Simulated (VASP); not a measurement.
Consider the following.

```xyz
3
Lattice="0.0000 2.7132 2.7132 2.7132 0.0000 2.7132 2.7132 2.7132 0.0000" Properties=species:S:1:pos:R:3 pbc="T T T"
Si     1.3566     1.3566     1.3566
Si     4.0698     4.0698     4.0698
Ni     2.7132     0.0000     2.7132
```

Computed with revTPSS meta-GGA, VASP's PBE PAW potentials (set 64) (plane waves; VASP 6.6.1). Run with 520 eV cut-off, 10×10×10 Γ-centred mesh, first-order Methfessel-Paxton smearing of 0.10 eV, potentials Si Ni.

Task: Estimate the energy per atom (σ→0), pressure, band gap (on the k-mesh) with the smallest direct gap where there is one.

Result: 
```yaml
band gap (on the k-mesh): none (metal, semimetal or under 0.01 eV)
energy per atom (σ→0): -5470 meV/atom
pressure: -4.41 GPa
```

Only differences to runs with the same potentials and settings are physical.

The compound is NiSi2 in the fluorite structure. This cell is one point of a volume scan, at 1.03 of the reference volume. The run is not spin-polarised, so no magnetic state was tried.
